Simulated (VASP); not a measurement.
# Ta4NiO11 (P1) in VASP: reference runs, part 2 of 2

VASP 6.6.1. Earlier steps stand in the parts before.

## Step 3: Single point, PBE, collinear spin, ferromagnetic start (atoms moved at random, drawn with an rms of 0.05 Å)

File INCAR:

```
SYSTEM = Ta4NiO11
ALGO = Normal
EDIFF = 1E-7
ENCUT = 520
GGA = PE
ISIF = 2
ISMEAR = -1
ISPIN = 2
KPAR = 4
LASPH = .True.
LCHARG = .False.
LMAXMIX = 4
LORBIT = 11
LREAL = .False.
LWAVE = .False.
MAGMOM = 0 0 0 0 1 0 0 0 0 0 0 0 0 0 0 0
NBANDS = 78
NELM = 120
PREC = Accurate
SIGMA = 0.05
```

File KPOINTS:

```
k-points
0
Gamma
  5 5 4
  0 0 0
```

File POSCAR:

```
Ta4NiO11
1.0
    5.2928500000     -0.0003200000     -0.0251800000
   -0.0419000000      5.3356900000      0.0234000000
   -0.4762000000     -0.0799900000      7.8960900000
Ta Ni O
4 1 11
Direct
    0.5145610000      0.4703290000      0.5195940000
    0.5544530000      0.5277320000      0.9802840000
    0.0170940000      0.9868060000      0.5122120000
    0.0476880000      0.0205590000      0.0191580000
    0.0654660000      0.5837860000      0.2674030000
    0.9734600000      0.9360520000      0.2390200000
    0.2127780000      0.2882070000      0.4247240000
    0.2712210000      0.7141320000      0.0591750000
    0.3361730000      0.2424450000      0.0389530000
    0.3122460000      0.7559790000      0.4659960000
    0.5023820000      0.4503830000      0.7513910000
    0.7141630000      0.1665580000      0.4902240000
    0.7270230000      0.8403610000      0.9373230000
    0.8526500000      0.3597570000      0.0753320000
    0.8184740000      0.6616310000      0.4772230000
    0.0734830000      0.0134620000      0.7550190000
```

Potentials or basis: VASP PAW PBE potentials, release 64 (Ta_pv, Ni, O).

Run with:

```
$ cat potpaw_PBE.64/Ta_pv/POTCAR potpaw_PBE.64/Ni/POTCAR potpaw_PBE.64/O/POTCAR > POTCAR
$ mpirun -np 4 vasp_std > vasp.out
```

OUTCAR:

```text
SYSTEM = Ta4NiO11
   EDIFF = 1E-7
   ENCUT = 520
   GGA = PE
   ISIF = 2
   ISMEAR = -1
   ISPIN = 2
   LASPH = .True.
   LORBIT = 11
   LREAL = .False.
   NELM = 120
   PREC = Accurate

 ion  position               nearest neighbor table
   1  0.515  0.470  0.520-  11 1.84  10 1.90  15 1.95  12 1.96   7 1.97   5 3.07
   2  0.554  0.528  0.980-  11 1.86  14 1.93  13 1.94   8 1.94   9 1.98
   3  0.017  0.987  0.512-  12 1.87  16 1.93  15 2.03  10 2.05   7 2.05   6 2.17   5 2.91
   4  0.048  0.021  0.019-   6 1.86   9 1.92  13 2.01   8 2.04  16 2.10  14 2.15   5 3.05
   5  0.065  0.584  0.267-   6 1.96   7 2.14   8 2.15  10 2.17  14 2.18  15 2.22   3 2.91   4 3.05
                             1 3.07
   6  0.973  0.936  0.239-   4 1.86   5 1.96   3 2.17
   7  0.213  0.288  0.425-   1 1.97   3 2.05   5 2.14
   8  0.271  0.714  0.059-   2 1.94   4 2.04   5 2.15
   9  0.336  0.242  0.039-   4 1.92   2 1.98
  10  0.312  0.756  0.466-   1 1.90   3 2.05   5 2.17
  11  0.502  0.450  0.751-   1 1.84   2 1.86
  12  0.714  0.167  0.490-   3 1.87   1 1.96
  13  0.727  0.840  0.937-   2 1.94   4 2.01
  14  0.853  0.360  0.075-   2 1.93   4 2.15   5 2.18
  15  0.818  0.662  0.477-   1 1.95   3 2.03   5 2.22
  16  0.073  0.013  0.755-   3 1.93   4 2.10

  LATTYP: Found a triclinic cell.
 ALAT       =     9.2280979160
 B/A-ratio  =     0.5735645582
 C/A-ratio  =     0.5782237977
 COS(alpha) =     0.0079336920
 COS(beta)  =     0.0090606262
 COS(gamma) =     0.5178917742

  Lattice vectors:

 A1 = (  -4.8166500000,   0.0803100000,  -7.8709100000)
 A2 = (  -5.2928500000,   0.0003200000,   0.0251800000)
 A3 = (  -0.0419000000,   5.3356900000,   0.0234000000)

Analysis of symmetry for initial positions (statically):
=====================================================================
 Subroutine PRICEL returns:
 Original cell was already a primitive cell.

 Routine SETGRP: Setting up the symmetry group for a
 triclinic supercell.

 Subroutine GETGRP returns: Found  1 space group operations
[... 2017 lines left out ...]

 [... further k-points ...]

 spin component 2

 k-point     1 :       0.0000    0.0000    0.0000
  band No.  band energies     occupation
      1     -33.7265      1.00000
      2     -33.4658      1.00000
      3     -33.4335      1.00000
      4     -33.4214      1.00000
      5     -33.2919      1.00000
      6     -33.2435      1.00000
[... 1789 lines left out ...]
     71       6.4204      0.00000
     72       6.5624      0.00000

 [... further k-points ...]

 [bands above 72 left out]

------------------------ aborting loop because EDIFF is reached ----------------------------------------

  FORCE on cell =-STRESS in cart. coord.  units (eV):
  Direction    XX          YY          ZZ          XY          YZ          ZX
  --------------------------------------------------------------------------------------
  -------------------------------------------------------------------------------------
  Total        1.2387770      0.9247220      1.8265117     -3.1121720     -0.2236026     -1.0524178
  in kB        8.9026055      6.6456154     13.1264246    -22.3659628     -1.6069442     -7.5633150
  external PRESSURE =       9.5582152 kB  Pullay stress =       0.0000000 kB

 VOLUME and BASIS-vectors are now :
 -----------------------------------------------------------------------------
  energy-cutoff  :      520.00
  volume of cell :      222.94
      direct lattice vectors                 reciprocal lattice vectors
     5.292850000 -0.000320000 -0.025180000     0.188988506  0.001434037  0.011412108
    -0.041900000  5.335690000  0.023400000     0.000020368  0.187409014  0.001899744
    -0.476200000 -0.079990000  7.896090000     0.000602609 -0.000550812  0.126675722

 POSITION                                       TOTAL-FORCE (eV/Angst)
 -----------------------------------------------------------------------------------
      2.45636      2.46780      4.10081         0.773827     -0.842530     -0.164549
      2.44571      2.73722      7.73880         0.310657      0.414578      0.467479
     -0.19479      5.22431      4.06713         0.433757      0.388067      0.640826
      0.24242      0.10815      0.15055         0.081263      0.485633     -1.170062
      0.19470      3.09349      2.12345         0.112106     -0.463148     -0.043687
      4.99934      4.97505      1.88472        -0.355707     -0.041252      1.113903
[... 8 lines left out ...]
      4.07708      3.49182      3.76307        -0.028572     -0.186386      0.017633
      0.02883      0.01141      5.96016         0.160224     -0.063816     -1.272692
 -----------------------------------------------------------------------------------
    total drift:                                0.001798     -0.000053      0.000333

  FREE ENERGIE OF THE ION-ELECTRON SYSTEM (eV)
  ---------------------------------------------------
  free  energy   TOTEN  =      -145.6187169950 eV

  energy  without entropy=     -145.5755695420  energy(sigma->0) =     -145.59714327

 total charge

# of ion       s       p       d       tot
------------------------------------------
    1        0.367   6.346   2.228   8.940
    2        0.363   6.336   2.221   8.920
    3        0.340   6.319   2.081   8.740
    4        0.341   6.324   2.072   8.737
    5        0.299   0.357   8.238   8.893
    6        1.573   3.526   0.000   5.099
[... 8 lines left out ...]
   15        1.565   3.497   0.000   5.062
   16        1.566   3.457   0.000   5.023
--------------------------------------------------
tot         18.967  64.204  16.839 100.011

 magnetization (x)

# of ion       s       p       d       tot
------------------------------------------
    1       -0.000  -0.001  -0.002  -0.003
    2       -0.000  -0.000  -0.001  -0.001
    3       -0.000  -0.000  -0.004  -0.004
    4        0.000  -0.000  -0.005  -0.005
    5       -0.003  -0.003  -0.460  -0.466
    6       -0.004  -0.080   0.000  -0.084
[... 8 lines left out ...]
   15       -0.001  -0.008   0.000  -0.009
   16        0.000   0.002   0.000   0.002
--------------------------------------------------
tot         -0.012  -0.105  -0.472  -0.589
```

OSZICAR:

```text
N       E                     dE             d eps       ncg     rms          rms(c)
DAV:   1     0.127929170203E+04    0.12793E+04   -0.61929E+04 15912   0.157E+03
DAV:   2    -0.247580309265E+02   -0.13040E+04   -0.12281E+04 17206   0.449E+02
DAV:   3    -0.174260496873E+03   -0.14950E+03   -0.14599E+03 17982   0.157E+02
DAV:   4    -0.179213308366E+03   -0.49528E+01   -0.48995E+01 19368   0.300E+01
[... 26 lines left out ...]
DAV:  31    -0.145618708993E+03    0.11982E-06   -0.22602E-04 22368   0.418E-02    0.109E-02
DAV:  32    -0.145618716016E+03   -0.70234E-05   -0.20209E-05 19916   0.154E-02    0.621E-03
DAV:  33    -0.145618717052E+03   -0.10356E-05   -0.15474E-06 16944   0.667E-03    0.415E-03
DAV:  34    -0.145618716995E+03    0.56558E-07   -0.42608E-07 11764   0.300E-03
   1 F= -.14561872E+03 E0= -.14559714E+03  d E =-.431475E-01  mag=    -0.6153
```

stdout:

```text
POSCAR found type information on POSCAR TaNiO
 POSCAR found :  3 types and      16 ions
 scaLAPACK will be used
 LDA part: xc-table for (Slater+PW92), standard interpolation
 POSCAR, INCAR and KPOINTS ok, starting setup
 FFT: planning ... GRIDC
 FFT: planning ... GRID_SOFT
 FFT: planning ... GRID
 WAVECAR not read
 entering main loop
```

Run time: 33 min. Hardware: 4 MPI ranks of AMD EPYC 7R13 (Zen 3), shared host; peak memory 1.2 GiB.

Results:

* Free energy: -145.6187 eV
* Pressure: 1.0 GPa
* Largest force: 1.284 eV/Å
* Band gap on the k mesh: none (metal or under the smearing width)
* Net moment: -0.62 μB per cell
* Site moments: Ta -0.00, -0.01; Ni -0.47; O -0.08, -0.02, -0.00, +0.00, +0.01, -0.01 μB
* Valence electrons inside the program's atomic spheres: Ta 8.94, 8.92, 8.74; Ni 8.89; O 5.10, 5.06, 5.08, 5.14, 5.05, 5.03, 5.02

Forces on the atoms (eV/Å):
```
Ta   0.774 -0.843 -0.165
Ta   0.311  0.415  0.467
Ta   0.434  0.388  0.641
Ta   0.081  0.486 -1.170
Ni   0.112 -0.463 -0.044
O   -0.356 -0.041  1.114
O   -0.166 -0.428  0.298
O   -0.197  0.311  0.297
O    0.071 -0.303 -0.001
O   -0.381  0.647 -0.252
O   -0.195 -0.258 -0.624
O   -0.632  0.589 -0.066
O   -0.043 -0.469  0.472
O    0.057  0.221  0.285
O   -0.029 -0.186  0.018
O    0.160 -0.064 -1.273
```

Caveat: a cell with one magnetic atom can't hold antiferromagnetic order, which such compounds often take; semilocal functionals often make such compounds metallic where correlation or magnetic order opens a gap, which also shifts bond lengths. Spin-orbit coupling is left out, which matters for the levels of Ta.
